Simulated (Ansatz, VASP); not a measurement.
# Ga2O3 (partly crystallised Ga2O3): VASP beside Ansatz, part 2 of 2

Aim: how closely do two programs agree when they are given the same cell, functional and k mesh? Of the first pair: The structure shown is the start of the Ansatz relaxation below; VASP solves that cell, so the two are compared at the walk's first step.

VASP 6.6.1 and Ansatz 0.2.0.

So far. Step 3 (VASP: single point, PBE, start cell, pair 1): The run ends at a pressure of 7.87 GPa, with forces up to 0.47 eV/Å.

**4. Side by side**

Known differences besides the potentials themselves: VASP starts from the moments at which Ansatz ended; the cutoff is 420 eV in Ansatz and 520 eV in VASP (PREC = Accurate, projectors in real space). Total energies have different zeros and are not compared.

Forces on 9 of the 100 atoms, those with the largest forces and the largest differences (eV/Å; atoms numbered as in POSCAR):

```csv
atom,"Ansatz x, y, z","VASP x, y, z"
Ga3,"-0.091, -0.030, -0.045","-0.130, 0.019, -0.054"
Ga12,"0.202, 0.214, 0.001","0.217, 0.242, 0.011"
Ga13,"-0.121, 0.386, -0.162","-0.154, 0.415, -0.169"
Ga15,"0.424, 0.105, 0.111","0.420, 0.101, 0.128"
Ga16,"0.059, -0.302, -0.013","0.078, -0.269, -0.031"
Ga36,"-0.255, -0.196, 0.158","-0.288, -0.200, 0.151"
Ga40,"0.196, -0.332, -0.074","0.210, -0.340, -0.087"
O44,"0.138, 0.019, -0.011","0.212, 0.051, 0.018"
O76,"-0.112, -0.248, -0.097","-0.144, -0.305, -0.087"
```

The forces differ by 18 meV/Å r.m.s., which is 19.9 % of the r.m.s. force of 0.092 eV/Å (both taken over all components). Moments aren't recorded for both runs of this pair, so they may hold unlike magnetic states. The cell carries a charge of +1 e against a uniform background, so its pressure also hangs on how the neutralising background is counted, and in a defect's cell a gap may be the spacing between its levels.

**5. Ansatz: relaxation, PBE**

This run makes the geometry at which the two programs are then compared.

The structure compared here is the end of the Ansatz relaxation.

The input, input.yaml:

```yaml
crystal:
  lattice:
    - [10.04407, 0.0, 0.0]
    - [0.0, 10.04407, 0.0]
    - [0.0, 0.0, 10.04407]
  atoms:
    - { symbol: Ga, position: [0.75845, 0.12524, 0.37247] }
    - { symbol: Ga, position: [0.74661, 0.33085, 0.59551] }
    - { symbol: Ga, position: [0.24024, 0.70004, 0.08159] }
    - { symbol: Ga, position: [0.49667, 0.88856, 0.30133] }
    - { symbol: Ga, position: [0.48785, 0.73868, 0.56346] }
    - { symbol: Ga, position: [0.50358, 0.6163, 0.20185] }
    - { symbol: Ga, position: [0.24953, 0.43793, 0.97508] }
    - { symbol: Ga, position: [0.73722, 0.6127, 0.70817] }
    - { symbol: Ga, position: [0.44117, 0.68596, 0.88071] }
    - { symbol: Ga, position: [0.24397, 0.6173, 0.67246] }
    - { symbol: Ga, position: [0.24666, 0.42902, 0.28967] }
    - { symbol: Ga, position: [0.23332, 0.15922, 0.87265] }
    - { symbol: Ga, position: [0.98696, 0.25169, 0.08772] }
    - { symbol: Ga, position: [0.00809, 0.3355, 0.76434] }
    - { symbol: Ga, position: [0.23226, 0.13106, 0.19528] }
    - { symbol: Ga, position: [0.95611, 0.88837, 0.28427] }
    - { symbol: Ga, position: [0.00407, 0.79527, 0.59499] }
    - { symbol: Ga, position: [0.72184, 0.519, 0.9672] }
    - { symbol: Ga, position: [0.71537, 0.35832, 0.19204] }
    - { symbol: Ga, position: [0.00827, 0.28003, 0.38772] }
    - { symbol: Ga, position: [0.73093, 0.19437, 0.86244] }
    - { symbol: Ga, position: [0.47245, 0.2522, 0.05591] }
    - { symbol: Ga, position: [0.48293, 0.1174, 0.68521] }
    - { symbol: Ga, position: [0.98183, 0.56151, 0.1876] }
    - { symbol: Ga, position: [0.23512, 0.9876, 0.44957] }
    - { symbol: Ga, position: [0.45194, 0.9609, 0.98303] }
    - { symbol: Ga, position: [0.00235, 0.05802, 0.70049] }
    - { symbol: Ga, position: [0.47388, 0.41833, 0.77047] }
    - { symbol: Ga, position: [0.48757, 0.15658, 0.3859] }
    - { symbol: Ga, position: [0.70553, 0.05968, 0.10121] }
[... 64 atom lines left out ...]
    - { symbol: O, position: [0.62716, 0.48754, 0.30197] }
    - { symbol: O, position: [0.15851, 0.61496, 0.23266] }
    - { symbol: O, position: [0.10668, 0.01795, 0.85807] }
    - { symbol: O, position: [0.58161, 0.1217, 0.95517] }
    - { symbol: O, position: [0.61086, 0.99761, 0.42159] }
    - { symbol: O, position: [0.3672, 0.03191, 0.80253] }
total_charge: 1
kpoints:
  mp_grid: { grid: [1, 1, 1] }
hamiltonian:
  xc: pbe
  pseudopotentials: { kind: paw, azcp: { folder: soft_1 } }
scf:
  occupations: { method: fermi_dirac, width: 0.01 }
  lower_state_search: "off"
output:
  forces: true
magnetization:
  spin_polarized: true
  initial_magnetization: 1
relax:
  f_tol: 0.05
  max_steps: 90
```

The run is started by

```sh
ansatz run input.yaml --threads 4 --pin off --max-ram 8192MiB --backend cpu --events-out ev --progress --plain --runs-dir out
```

Numbers of over 12 decimals in the logs are rounded to 6 here.

Log:

```text
[...]
Crystal: 100 atoms, lattice volume = 1013.279 Å³
Basis set: ecut = 420 eV, 19837 PW (Γ), exchange–correlation on 144×144×144 points (8 copies of the dense FFT grid, shifted against one another)
Bands: 540, of which v1, the nominal top of the filled ones, is band 440 counted from 1 (439 counted from 0)
Symmetry: 1 space group operations
[...]
k-points: 1
[...]
Starting moments: Σ|m| = 1 μB on 100 of 100 sites
[...]
- { symbol: O, position: [0.912582, 0.551581, 0.366177] }
    - { symbol: O, position: [0.655354, 0.780726, 0.642408] }
    - { symbol: O, position: [0.880558, 0.076582, 0.511944] }
    - { symbol: O, position: [0.303997, 0.324628, 0.144743] }
    - { symbol: O, position: [0.325396, 0.537206, 0.820368] }
    - { symbol: O, position: [0.150845, 0.159328, 0.386781] }
    - { symbol: O, position: [0.363693, 0.768607, 0.710873] }
[...]
- { symbol: O, position: [0.105342, 0.024699, 0.855062] }
    - { symbol: O, position: [0.580526, 0.118967, 0.957471] }
    - { symbol: O, position: [0.615078, 0.996335, 0.421428] }
    - { symbol: O, position: [0.365283, 0.032832, 0.802066] }
```

**6. VASP: single point, PBE, relaxed cell, pair 2**

The same cell, functional, mesh and smearing now go to VASP, with its own data sets.

The input, INCAR:

```
SYSTEM = Ga2O3
PREC = Accurate
ENCUT = 520
EDIFF = 1E-06
NELM = 200
ISMEAR = -1
SIGMA = 0.01
LREAL = Auto
ALGO = Normal
GGA = PE
NELECT = 879
NBANDS = 512
ISPIN = 2
MAGMOM = 0 -0 0 -0 0 0 0 -0 0 -0 0 -0 -0 -0 -0 -0 0 -0 0 -0 0 0 0 0 0 0 0 -0 0 -0 -0 -0 0 -0 -0 -0 -0 0 -0 0 0 0 0 0 -0 0 0.03 0 0 -0 -0 0 0.01 0 0 0.03 0 0 -0 0 0 0 0 0 -0 0 0.01 0.01 0 -0 0 0.01 0.01 0.05 0 0.39 0 0 0 -0 0 0.01 0 0 0 -0 0.01 0 0.01 -0 0.04 0 0 0 0 0 0.23 0 0 0
LORBIT = 11
LWAVE = .FALSE.
LCHARG = .FALSE.
ISIF = 2
LASPH = .TRUE.
GGA_COMPAT = .FALSE.
NCORE = 2
```

The input, POSCAR:

```
Ga2O3
1.0
   10.0440700000      0.0000000000      0.0000000000
    0.0000000000     10.0440700000      0.0000000000
    0.0000000000      0.0000000000     10.0440700000
Ga O
40 60
Direct
    0.7628200000      0.1254600000      0.3768700000
    0.7456900000      0.3323300000      0.5984800000
    0.2395900000      0.7016800000      0.0818600000
    0.4978600000      0.8873300000      0.3025800000
    0.4875400000      0.7385700000      0.5640800000
    0.5027600000      0.6154000000      0.2013300000
    0.2498300000      0.4402300000      0.9742800000
    0.7365900000      0.6133100000      0.7098700000
    0.4408000000      0.6860900000      0.8807400000
    0.2444500000      0.6177600000      0.6725200000
    0.2472700000      0.4304900000      0.2885900000
    0.2359400000      0.1626600000      0.8730700000
    0.9817200000      0.2655300000      0.0812200000
    0.0072900000      0.3363100000      0.7615900000
    0.2338600000      0.1365100000      0.1969000000
    0.9522800000      0.8784400000      0.2902300000
    0.0042900000      0.7949500000      0.5993900000
    0.7222900000      0.5157400000      0.9669200000
    0.7135800000      0.3568600000      0.1938700000
    0.0082800000      0.2854800000      0.3868400000
    0.7287100000      0.1900100000      0.8608500000
    0.4731900000      0.2512800000      0.0561400000
    0.4821400000      0.1172300000      0.6848000000
    0.9812100000      0.5625000000      0.1869200000
    0.2355200000      0.9872400000      0.4475400000
    0.4533300000      0.9603500000      0.9864500000
    0.9958800000      0.0623300000      0.6880100000
    0.4740500000      0.4186500000      0.7711300000
    0.4900900000      0.1562200000      0.3851400000
    0.7093200000      0.0594500000      0.1035800000
[... 64 atom lines left out ...]
    0.6271500000      0.4863400000      0.3039400000
    0.1579600000      0.6156900000      0.2331700000
    0.1053400000      0.0247000000      0.8550600000
    0.5805300000      0.1189700000      0.9574700000
    0.6150800000      0.9963400000      0.4214300000
    0.3652800000      0.0328300000      0.8020700000
```

The input, KPOINTS:

```
Automatic mesh
0
Gamma
1 1 1
0 0 0
```

PAW data sets: Ga_d and O (PBE family, release 64).

The run is started by

```sh
mpirun -np 8 vasp_gam
```

Log:

```text
[... set-up lines as in an earlier step ...]
 entering main loop
       N       E                     dE             d eps       ncg     rms          rms(c)
DAV:   1     0.264765561361E+05    0.26477E+05   -0.29644E+05  2080   0.371E+03
DAV:   2     0.626885345816E+04   -0.20208E+05   -0.19167E+05  2048   0.108E+03
DAV:   3     0.308009190438E+03   -0.59608E+04   -0.56153E+04  2568   0.400E+02
DAV:   4    -0.582810653088E+03   -0.89082E+03   -0.86456E+03  2392   0.160E+02
DAV:   5    -0.671475032223E+03   -0.88664E+02   -0.87945E+02  3064   0.532E+01BRMIX: very serious problems
 the old and the new charge density differ
 old charge density:   880.00000 new  879.00000
    0.550E+01
DAV:   6    -0.580644996121E+03    0.90830E+02   -0.35321E+02  3744   0.671E+01    0.160E+01
DAV:   7    -0.583073003385E+03   -0.24280E+01   -0.43736E+01  2328   0.133E+01    0.113E+01
DAV:   8    -0.582913431327E+03    0.15957E+00   -0.62550E+00  2944   0.131E+01    0.657E+00
DAV:   9    -0.583106876320E+03   -0.19344E+00   -0.57608E+00  2744   0.613E+00    0.922E+00
[...]
DAV:  20    -0.582814416846E+03   -0.93105E-06   -0.55527E-05  3040   0.486E-02    0.122E-02
DAV:  21    -0.582814418145E+03   -0.12991E-05   -0.19820E-05  2352   0.185E-02    0.426E-03
DAV:  22    -0.582814417706E+03    0.43957E-06   -0.35327E-06  1800   0.158E-02
   1 F= -.58281442E+03 E0= -.58281442E+03  d E =-.280042E-05  mag=     1.0000
```

OUTCAR, selected parts (step 6):

```text
  Total       -1.9538281     76.3726255     70.8891572      7.5542001     13.0916295     -1.1583648
  in kB       -3.0893545    120.7588896    112.0885377     11.9445522     20.7002265     -1.8315836
  external PRESSURE =      76.5860243 kB  Pullay stress =       0.0000000 kB

 POSITION                                       TOTAL-FORCE (eV/Angst)
 -----------------------------------------------------------------------------------
      7.66182      1.26013      3.78531         0.003413      0.019009     -0.031952
      7.48976      3.33795      6.01118         0.016312     -0.018395      0.014809
      2.40646      7.04772      0.82221        -0.045515      0.045273     -0.007801
      5.00054      8.91240      3.03913         0.004286     -0.000652     -0.007285
[...]
6.29914      4.88483      3.05279         0.011490     -0.005772     -0.012061
      1.58656      6.18403      2.34198        -0.016254     -0.007329     -0.001240
      1.05804      0.24809      8.58828        -0.033281     -0.022059      0.044391
      5.83088      1.19494      9.61690        -0.015917     -0.004477     -0.024397
      6.17791     10.00731      4.23287        -0.014776     -0.026080      0.016992
      3.66890      0.32975      8.05605         0.027924     -0.018221     -0.006581
 -----------------------------------------------------------------------------------
    total drift:                                0.006436      0.032492      0.002747

  FREE ENERGIE OF THE ION-ELECTRON SYSTEM (eV)
  ---------------------------------------------------
  free  energy   TOTEN  =      -582.8144177057 eV

  energy  without entropy=     -582.8144149053  energy(sigma->0) =     -582.81441631

 magnetization (x)
# of ion       s       p       d       tot
------------------------------------------
    1       -0.000  -0.001   0.000  -0.001
    2       -0.000   0.000  -0.000  -0.000
    3       -0.000  -0.000   0.000  -0.000
    4       -0.000  -0.000   0.000  -0.000
    5       -0.000  -0.000   0.000   0.000
    6       -0.000  -0.000   0.000   0.000
    7       -0.000  -0.000   0.000  -0.000
    8       -0.000  -0.000  -0.000  -0.000
    9       -0.000  -0.000   0.000  -0.000
   10       -0.000  -0.000   0.000  -0.000
   11       -0.000  -0.000   0.000  -0.000
   12       -0.003  -0.003   0.001  -0.004
   13       -0.003  -0.005   0.002  -0.005
[...]
--------------------------------------------------
tot         -0.007   0.825   0.016   0.834

[... 2 parts as in an earlier step ...]

[... 1 further part left out ...]
[key lines of the parts left out:]
E-fermi :   4.4818
```

The run ends at a pressure of 7.66 GPa, with forces up to 0.072 eV/Å.

**7. Side by side**

What differs besides the data sets and the points named for the pairs above, as far as they apply: site moments are counted in spheres of each program's own size. Total energies have different zeros and are not compared.

Compared:

| quantity | Ansatz | VASP | difference |
| --- | --- | --- | --- |
| total moment (μB) | 1.00 | 1.00 | 0.00 |
| moment on O76 (μB) | 0.39 | 0.39 | +0.01 |
| moment on O97 (μB) | 0.23 | 0.23 | +0.01 |
| moment on O74 (μB) | 0.05 | 0.05 | 0.00 |

At this near-relaxed geometry the largest component of a force difference is 58 meV/Å. The cell carries a charge of +1 e against a uniform background, so its pressure also hangs on how the neutralising background is counted, and in a defect's cell a gap may be the spacing between its levels.

**8. Results**

```
r.m.s. force difference (single point, PBE, start cell, pair 1)   : 18 meV/Å
r.m.s. force difference (single point, PBE, relaxed cell, pair 2) : 17 meV/Å
```

What this shows: The r.m.s. force difference is 18 meV/Å (single point, PBE, start cell, pair 1), beyond the 12 meV/Å picked in this series as the mark of a large difference. What causes the difference of the single point, PBE, start cell, pair 1 pair stays open here. What causes the difference of the single point, PBE, relaxed cell, pair 2 pair stays open here. Such differences can come from data sets, numerical settings and the points named under the comparisons, not from the functional's error against experiment.

[Lines on the potential files, build, host, timing and source positions are cut from VASP's logs without a mark.]

[Logs are printed without paths, hosts, clocks, repeated set-up lines and the standing remarks that a program may print on its own settings, such as how far it seeks lower states.]

[Hosts, paths, dates, database ids (printed as entryN), source tags and the programs' standing remarks are cut or masked in the printed files.]
